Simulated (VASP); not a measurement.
An input for Ansatz (written as the equivalent of a VASP run, and not itself run):

Ansatz 0.2 input:
```yaml
crystal:
  lattice:
    - [-2.8776246, 2.8776246, 2.8776246]
    - [2.8776246, -2.8776246, 2.8776246]
    - [2.8776246, 2.8776246, -2.8776246]
  atoms:
    - { symbol: Cs, position: [0.0000000, 0.0000000, 0.0000000] }
kpoints:
  mp_grid: { grid: [9, 9, 9] }
hamiltonian:
  xc: lda
  pseudopotentials: { kind: paw }
scf:
  occupations: { method: methfessel_paxton, width: 0.1 }
  max_iter: 100
relax:
  max_steps: 40
  f_tol: 0.02
  cell: {}
output: { forces: true, stress: true, eigenvalues: true }
```

### Question
Write the VASP files for the same calculation (LDA).

### Answer
Several could match; the one computed here: 
File KPOINTS:
```
Automatic mesh
0
Gamma
9 9 9
0 0 0
```

INCAR:
```
ALGO = Normal
EDIFF = 1E-6
EDIFFG = -0.02
ENCUT = 500
IBRION = 2
ISIF = 3
ISMEAR = 1
LASPH = .True.
LCHARG = .False.
LMAXMIX = 4
LREAL = .False.
LWAVE = .False.
NELM = 100
NSW = 40
PREC = Accurate
SIGMA = 0.1
SYSTEM = Cs
```

POSCAR:
```
Cs
1
   -2.8776245759     2.8776245759     2.8776245759
    2.8776245759    -2.8776245759     2.8776245759
    2.8776245759     2.8776245759    -2.8776245759
Cs
1
Direct
  0.0000000000   0.0000000000   0.0000000000
```

POTCAR, in this order: Cs_sv (LDA.64 set). Program: vasp_std.

The two are equivalent in intent, not identical: each code has its own PAW files, so the cut-off isn't converted (ENCUT is set for VASP's; basis.ecutwfc is left out, and Ansatz then takes the one that its files recommend); Ansatz stops its SCF on the density residual and VASP on the energy change (EDIFF); Ansatz's lda is the Perdew-Wang form, while the LDA potentials of VASP carry Perdew-Zunger's.

The compound is Cs in the bcc structure. It was relaxed first, which changed the volume by -16 %.
